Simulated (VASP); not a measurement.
SrO (rock salt), at 1.04 of the tabulated volume:

```
SrO
1.0
    0.00000     2.61395     2.61395
    2.61395     0.00000     2.61395
    2.61395     2.61395     0.00000
Sr O
1 1
Cartesian
  0.00000   0.00000   0.00000
  2.61395   2.61395   2.61395
```

The lowest empty band near X, direction across the valley's axis, from mBJ (TB09) with spin-orbit coupling in VASP (PAW); its two spin partners are averaged. The gap over the points computed is 4.88 eV, and the next band on that side lies 3.28 eV away at the edge.

Numerical set-up: 520 eV cut-off, 10×10×10 Γ-centred mesh, Gaussian smearing of 0.050 eV, potentials Sr_sv O.

```json
[
 {"distance from the edge in k (1/Å)": "0.025", "distance in energy (meV)": "5.0"},
 {"distance from the edge in k (1/Å)": "0.035", "distance in energy (meV)": "9.7"},
 {"distance from the edge in k (1/Å)": "0.050", "distance in energy (meV)": "19.8"},
 {"distance from the edge in k (1/Å)": "0.070", "distance in energy (meV)": "38.6"}
]
```

Q: Fit E(1 + αE) = ħ²k²/2m* (ħ²/2m0 = 3.810 eV Å²) and predict the row at 0.095 1/Å.

A: The rows don't resolve α, so a parabola serves: the electron mass is m* = 0.483 m0, and so 71.2 meV. The run gave 70.9 meV, -0.3 meV from the fit.

Left out are points under 3 meV from the edge, since the levels carry 0.1 meV, and points farther than half the way to the next band.

The compound is SrO in the rock salt structure. The cell was not relaxed at this level.
